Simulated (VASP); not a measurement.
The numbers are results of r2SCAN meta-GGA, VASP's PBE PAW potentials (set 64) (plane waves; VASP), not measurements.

VASP ran on this input.

POSCAR:
```
SnTe
5.0692450
  0.0000000000   0.7071068077   0.7071068077
  0.7071068077   0.0000000000   0.7071068077
  0.7071068077   0.7071068077   0.0000000000
Sn Te
1 1
Cartesian
  0.0000000000   0.0000000000   0.0000000000
  1.0606602116   1.0606602116   1.0606602116
```

**INCAR**
```
ISMEAR=-5
METAGGA=R2SCAN
ALGO=Normal
LMAXMIX=4
EDIFF=1E-7   # SCF stop (eV)
NELM=100   # most electronic steps
ENCUT=400
SYSTEM=SnTe
LWAVE=.False.
LASPH=.True.
ISIF=2   # forces and stress, cell fixed
LCHARG=.False.
LMIXTAU=.True.
LORBIT=11   # lm-projected
PREC=Accurate
NEDOS=601
LREAL=.False.   # projection in real space or not
```

KPOINTS:
```
kpoints
0
gamma
7 7 7
0 0 0
```

**KPOINTS_OPT**
```
k-points along high-symmetry lines
10
Line-mode
Reciprocal
  0.000000   0.000000   0.000000 ! GAMMA
 -0.500000  -0.500000   0.000000 ! X

 -0.500000  -0.500000   0.000000 ! X
 -0.375000  -0.375000   0.250000 ! U

 -0.375000   0.000000   0.375000 ! K
  0.000000   0.000000   0.000000 ! GAMMA

  0.000000   0.000000   0.000000 ! GAMMA
  0.000000   0.000000   0.500000 ! L

  0.000000   0.000000   0.500000 ! L
 -0.500000  -0.250000   0.250000 ! W

 -0.500000  -0.250000   0.250000 ! W
 -0.500000  -0.500000   0.000000 ! X
```

POTCAR, in this order: Sn_d Te (PBE.64 set). Program: vasp_std.

The run wrote:

**OUTCAR**
```
 ion  position               nearest neighbor table
   1  0.000  0.000  0.000-   2 3.10   2 3.10   2 3.10   2 3.10
   2  0.750  0.750  0.750-   1 3.10   1 3.10   1 3.10   1 3.10
  LATTYP: Found a face centered cubic cell.
 ALAT       =     7.1689952988
 Subroutine PRICEL returns:
 Original cell was already a primitive cell.
 Subroutine GETGRP returns: Found 24 space group operations
The static configuration has the point symmetry T_d .
The dynamic configuration has the point symmetry T_d .
 Subroutine INISYM returns: Found 24 space group operations
 Subroutine IBZKPT returns following result:
 Found     20 irreducible k-points:

 Following reciprocal coordinates:
            Coordinates               Weight
  0.000000  0.000000  0.000000      1.000000
  0.142857  0.000000  0.000000      8.000000
  0.285714  0.000000  0.000000      8.000000
  0.428571  0.000000  0.000000      8.000000
  0.142857  0.142857  0.000000      6.000000
  0.285714  0.142857  0.000000     24.000000
  0.428571  0.142857  0.000000     24.000000
 -0.428571  0.142857  0.000000     24.000000
 -0.285714  0.142857  0.000000     24.000000
...
```

OSZICAR:
```
       N       E                     dE             d eps       ncg     rms          rms(c)
DAV:   1     0.663968397821E+02    0.66397E+02   -0.83664E+03   560   0.124E+03
DAV:   2    -0.430117511446E+02   -0.10941E+03   -0.10804E+03   584   0.299E+02
DAV:   3    -0.530633672317E+02   -0.10052E+02   -0.10010E+02   704   0.969E+01
DAV:   4    -0.533405866819E+02   -0.27722E+00   -0.27716E+00   640   0.172E+01
DAV:   5    -0.533515713881E+02   -0.10985E-01   -0.10985E-01   854   0.324E+00    0.436E+00
DAV:   6    -0.504280858347E+02    0.29235E+01   -0.85186E-01   584   0.154E+01    0.369E+00
DAV:   7    -0.497456977722E+02    0.68239E+00   -0.65371E-01   584   0.839E+00    0.923E-01
DAV:   8    -0.500420121507E+02   -0.29631E+00   -0.81447E-01   560   0.591E+00    0.719E-01
DAV:   9    -0.500198184400E+02    0.22194E-01   -0.45811E-02   572   0.190E+00    0.636E-01
DAV:  10    -0.500609278979E+02   -0.41109E-01   -0.99593E-03   656   0.107E+00    0.767E-01
DAV:  11    -0.500614913028E+02   -0.56340E-03   -0.11695E-01   560   0.293E+00    0.296E-01
DAV:  12    -0.500654927263E+02   -0.40014E-02   -0.84920E-03   560   0.615E-01    0.260E-01
DAV:  13    -0.500655609974E+02   -0.68271E-04   -0.55863E-04   578   0.186E-01    0.343E-01
DAV:  14    -0.500558566677E+02    0.97043E-02   -0.77119E-03   560   0.968E-01    0.128E-01
DAV:  15    -0.500655492846E+02   -0.96926E-02   -0.61165E-03   560   0.717E-01    0.996E-02
DAV:  16    -0.500659696768E+02   -0.42039E-03   -0.53710E-04   560   0.160E-01    0.584E-02
DAV:  17    -0.500660702817E+02   -0.10060E-03   -0.11969E-04   632   0.983E-02    0.167E-02
DAV:  18    -0.500662104567E+02   -0.14018E-03   -0.17779E-04   560   0.139E-01    0.149E-02
DAV:  19    -0.500661916280E+02    0.18829E-04   -0.35812E-05   590   0.531E-02    0.266E-02
DAV:  20    -0.500661967090E+02   -0.50810E-05   -0.15259E-06   754   0.115E-02    0.252E-02
DAV:  21    -0.500661971888E+02   -0.47975E-06   -0.19100E-07   508   0.344E-03    0.244E-02
DAV:  22    -0.500662093235E+02   -0.12135E-04   -0.26612E-06   566   0.145E-02    0.230E-02
DAV:  23    -0.500662130313E+02   -0.37078E-05   -0.47862E-06   572   0.142E-02    0.126E-02
DAV:  24    -0.500662138034E+02   -0.77210E-06   -0.62519E-07   614   0.504E-03    0.106E-02
DAV:  25    -0.500662133489E+02    0.45455E-06   -0.52655E-08   352   0.319E-03    0.115E-02
DAV:  26    -0.500662142275E+02   -0.87858E-06   -0.32160E-07   572   0.515E-03    0.990E-03
DAV:  27    -0.500662144043E+02   -0.17680E-06   -0.13263E-07   412   0.351E-03    0.773E-03
DAV:  28    -0.500662148016E+02   -0.39731E-06   -0.18105E-07   412   0.335E-03    0.469E-03
DAV:  29    -0.500662147821E+02    0.19530E-07   -0.28599E-08   334   0.123E-03
   1 F= -.50066215E+02 E0= -.50066215E+02  d E =0.000000E+00
       N       E                     dE             ncg
       N       E                     dE             ncg
       N       E                     dE             ncg
```

**OUTCAR**
```
------------------------ aborting loop because EDIFF is reached ----------------------------------------
  FORCE on cell =-STRESS in cart. coord.  units (eV):
  Direction    XX          YY          ZZ          XY          YZ          ZX
  --------------------------------------------------------------------------------------
  Total       -0.0162522     -0.0162522     -0.0162522     -0.0000000      0.0000000      0.0000000
  in kB       -0.2826879     -0.2826879     -0.2826879     -0.0000000      0.0000000      0.0000000
  external PRESSURE =      -0.2826879 kB  Pullay stress =       0.0000000 kB
  volume of cell :       92.11
      direct lattice vectors                 reciprocal lattice vectors
     0.000000000  3.584497649  3.584497649    -0.139489560  0.139489560  0.139489560
     3.584497649  0.000000000  3.584497649     0.139489560 -0.139489560  0.139489560
     3.584497649  3.584497649  0.000000000     0.139489560  0.139489560 -0.139489560
 POSITION                                       TOTAL-FORCE (eV/Angst)
 -----------------------------------------------------------------------------------
      0.00000      0.00000      0.00000         0.000000      0.000000      0.000000
      5.37675      5.37675      5.37675        -0.000000     -0.000000     -0.000000
 -----------------------------------------------------------------------------------
    total drift:                               -0.000003     -0.000003     -0.000003
  FREE ENERGIE OF THE ION-ELECTRON SYSTEM (eV)
  ---------------------------------------------------
  free  energy   TOTEN  =       -50.0662147821 eV

  energy  without entropy=      -50.0662147821  energy(sigma->0) =      -50.06621478

 total charge

# of ion       s       p       d       tot
------------------------------------------
    1        1.379   0.716   9.956  12.051
    2        1.393   1.994   0.018   3.405
--------------------------------------------------
tot          2.772   2.710   9.974  15.456
```
(Selected blocks of OUTCAR.)

The structure comes from a computed database's SnTe entry (F-43m); how it stands against other phases isn't given here. It was relaxed first.
